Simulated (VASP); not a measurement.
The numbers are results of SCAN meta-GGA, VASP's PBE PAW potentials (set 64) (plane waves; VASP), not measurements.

VASP input:

File POSCAR:
```
Be
1
    1.1463892880    -1.9856043203     0.0000000000
    1.1463892880     1.9856043203     0.0000000000
    0.0000000000     0.0000000000     3.5862915046
Be
2
Direct
  0.3333330000   0.6666670000   0.2500000000
  0.6666670000   0.3333330000   0.7500000000
```

### KPOINTS
```
Automatic mesh
0
Gamma
18 18 10
0 0 0
```

INCAR:
```
SYSTEM  =  Be
PREC  =  Accurate; ENCUT  =  520; LREAL  =  .FALSE.
LASPH  =  .TRUE.
EDIFF  =  1E-7; NELM  =  100; ALGO  =  Normal
LMIXTAU  =  .TRUE.
ISMEAR  =  1; SIGMA  =  0.1
METAGGA  =  SCAN
IBRION  =  2; NSW  =  30; ISIF  =  4
EDIFFG  =  -0.01
LWAVE  =  .FALSE.; LCHARG  =  .FALSE.
```

POTCAR, in this order: Be (PBE.64 set). Program: vasp_std.

Output of the run:

**OSZICAR**
```
       N       E                     dE             d eps       ncg     rms          rms(c)
DAV:   1    -0.413183365550E+01   -0.41318E+01   -0.17931E+03  2712   0.560E+02
DAV:   2    -0.898722921221E+01   -0.48554E+01   -0.45690E+01  4056   0.633E+01
DAV:   3    -0.902816465587E+01   -0.40935E-01   -0.40884E-01  3570   0.474E+00
DAV:   4    -0.902819636501E+01   -0.31709E-04   -0.31707E-04  3834   0.132E-01
DAV:   5    -0.902819637892E+01   -0.13909E-07   -0.14132E-07  3486   0.177E-03    0.125E+00
DAV:   6    -0.868452543901E+01    0.34367E+00   -0.77135E-02  2688   0.286E+00    0.786E-01
DAV:   7    -0.863056743319E+01    0.53958E-01   -0.84962E-02  2664   0.340E+00    0.116E-01
DAV:   8    -0.870433647708E+01   -0.73769E-01   -0.20711E-02  2772   0.187E+00    0.110E-01
DAV:   9    -0.871672116809E+01   -0.12385E-01   -0.27502E-01  2664   0.457E+00    0.196E-01
DAV:  10    -0.871437986999E+01    0.23413E-02   -0.11894E-01  2664   0.252E+00    0.398E-02
DAV:  11    -0.871501880184E+01   -0.63893E-03   -0.98628E-03  2748   0.749E-01    0.318E-02
DAV:  12    -0.871470157621E+01    0.31723E-03   -0.12603E-02  2694   0.870E-01    0.243E-02
DAV:  13    -0.871463112678E+01    0.70449E-04   -0.39219E-04  3060   0.232E-01    0.159E-02
DAV:  14    -0.871460393091E+01    0.27196E-04   -0.90110E-05  3072   0.106E-01    0.107E-02
DAV:  15    -0.871463446995E+01   -0.30539E-04   -0.38671E-05  2802   0.819E-02    0.744E-03
DAV:  16    -0.871462736002E+01    0.71099E-05   -0.28982E-05  2808   0.665E-02    0.339E-03
DAV:  17    -0.871463436045E+01   -0.70004E-05   -0.21941E-05  2766   0.531E-02    0.482E-03
DAV:  18    -0.871462912732E+01    0.52331E-05   -0.31950E-05  2694   0.587E-02    0.176E-03
DAV:  19    -0.871462518131E+01    0.39460E-05   -0.23308E-06  3030   0.215E-02    0.742E-04
DAV:  20    -0.871462626471E+01   -0.10834E-05   -0.21578E-07  3204   0.724E-03    0.587E-04
DAV:  21    -0.871462667092E+01   -0.40621E-06   -0.25710E-07  2796   0.815E-03    0.368E-04
DAV:  22    -0.871462648124E+01    0.18968E-06   -0.31700E-07  2754   0.694E-03    0.203E-05
DAV:  23    -0.871462659886E+01   -0.11762E-06   -0.12533E-08  1476   0.164E-03    0.197E-05
DAV:  24    -0.871462659471E+01    0.41553E-08   -0.44346E-09  1428   0.706E-04
   1 F= -.87146266E+01 E0= -.87144571E+01  d E =-.871463E+01
       N       E                     dE             d eps       ncg     rms          rms(c)
DAV:   1    -0.871485342136E+01   -0.22682E-03   -0.18127E-03  3372   0.283E-01    0.121E-02
DAV:   2    -0.871485029991E+01    0.31214E-05   -0.12915E-05  3138   0.344E-02    0.679E-03
DAV:   3    -0.871485031232E+01   -0.12405E-07   -0.36440E-05  2910   0.573E-02    0.184E-03
DAV:   4    -0.871485492268E+01   -0.46104E-05   -0.52601E-06  3408   0.217E-02    0.271E-03
DAV:   5    -0.871485645641E+01   -0.15337E-05   -0.87169E-07  2754   0.136E-02    0.217E-03
DAV:   6    -0.871485054333E+01    0.59131E-05   -0.15258E-05  2742   0.347E-02    0.291E-04
DAV:   7    -0.871485007038E+01    0.47295E-06   -0.24584E-07  3150   0.611E-03    0.315E-04
DAV:   8    -0.871485004927E+01    0.21105E-07   -0.18052E-07  3018   0.442E-03
   2 F= -.87148500E+01 E0= -.87146937E+01  d E =-.223455E-03
       N       E                     dE             d eps       ncg     rms          rms(c)
DAV:   1    -0.871488287930E+01   -0.32809E-04   -0.56332E-04  3372   0.157E-01    0.696E-03
DAV:   2    -0.871488205077E+01    0.82853E-06   -0.43242E-06  3132   0.198E-02    0.390E-03
DAV:   3    -0.871488139289E+01    0.65788E-06   -0.10494E-05  2934   0.318E-02    0.995E-04
DAV:   4    -0.871488309654E+01   -0.17037E-05   -0.26160E-06  3120   0.172E-02    0.149E-03
DAV:   5    -0.871488457851E+01   -0.14820E-05   -0.48171E-07  2778   0.978E-03    0.112E-03
DAV:   6    -0.871488200704E+01    0.25715E-05   -0.63473E-06  2724   0.282E-02    0.164E-04
DAV:   7    -0.871488176482E+01    0.24222E-06   -0.51472E-08  2928   0.304E-03    0.120E-04
DAV:   8    -0.871488178654E+01   -0.21721E-07   -0.98857E-09  1482   0.130E-03
   3 F= -.87148818E+01 E0= -.87147443E+01  d E =-.255192E-03
```

**OUTCAR**
```
------------------------ aborting loop because EDIFF is reached ----------------------------------------
  FORCE on cell =-STRESS in cart. coord.  units (eV):
  Direction    XX          YY          ZZ          XY          YZ          ZX
  --------------------------------------------------------------------------------------
  Total       -0.3663714     -0.3663713     -0.3676664      0.0000000     -0.0000000     -0.0000000
  in kB      -35.9527181    -35.9527121    -36.0797945      0.0000000     -0.0000000     -0.0000000
  external PRESSURE =     -35.9950749 kB  Pullay stress =       0.0000000 kB
  volume of cell :       16.33
      direct lattice vectors                 reciprocal lattice vectors
     1.144342325 -1.982058882 -0.000000000     0.436932192 -0.252262940 -0.000000000
     1.144342325  1.982058882 -0.000000000     0.436932192  0.252262940 -0.000000000
     0.000000000  0.000000000  3.599133057     0.000000000  0.000000000  0.277844688
 POSITION                                       TOTAL-FORCE (eV/Angst)
 -----------------------------------------------------------------------------------
      1.14434      0.66069      0.89978        -0.000000      0.000000      0.000000
      1.14434     -0.66069      2.69935         0.000000     -0.000000      0.000000
 -----------------------------------------------------------------------------------
    total drift:                                0.000000     -0.000004      0.000005
  FREE ENERGIE OF THE ION-ELECTRON SYSTEM (eV)
  ---------------------------------------------------
  free  energy   TOTEN  =        -8.7148817865 eV

  energy  without entropy=       -8.7144694458  energy(sigma->0) =       -8.71474434

 reached required accuracy - stopping structural energy minimisation
```
(Selected blocks of OUTCAR.)

**CONTCAR**
```
Be
   1.00000000000000
     1.1443423250405655   -1.9820588820261038   -0.0000000000000000
     1.1443423250405655    1.9820588820261038   -0.0000000000000000
     0.0000000000000000    0.0000000000000000    3.5991330571975393
  Be
     2
Direct
     0.3333330000000032    0.6666669999999968    0.2500000000000000
     0.6666669999999968    0.3333330000000032    0.7500000000000000
```

The compound is Be in the hcp structure. This cell is one point of a volume scan, at 1.03 of the reference volume. Symmetry was kept, so distortions that lower it aren't found.
